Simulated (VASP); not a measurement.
Input:

```
CELL_PARAMETERS angstrom
      0.00000     2.37412     2.37412
      2.37412     0.00000     2.37412
      2.37412     2.37412     0.00000
ATOMIC_POSITIONS crystal
  B  0.00000 0.00000 0.00000
  As 0.25000 0.25000 0.25000
```

These are RPBE GGA, VASP's PBE PAW potentials (set 64) (plane waves; VASP) values and carry that method's errors. Numerical set-up: 520 eV cut-off, 9×9×9 Γ-centred mesh, Gaussian smearing of 0.050 eV, potentials B As.

Question: Estimate the energy per atom (σ→0), pressure.

Answer: 
The energy per atom (σ→0) comes out as -5.352 eV/atom and the pressure is 8.81 GPa.

The compound is BAs in the zinc blende structure. This cell is one point of a volume scan, at 0.94 of the reference volume.
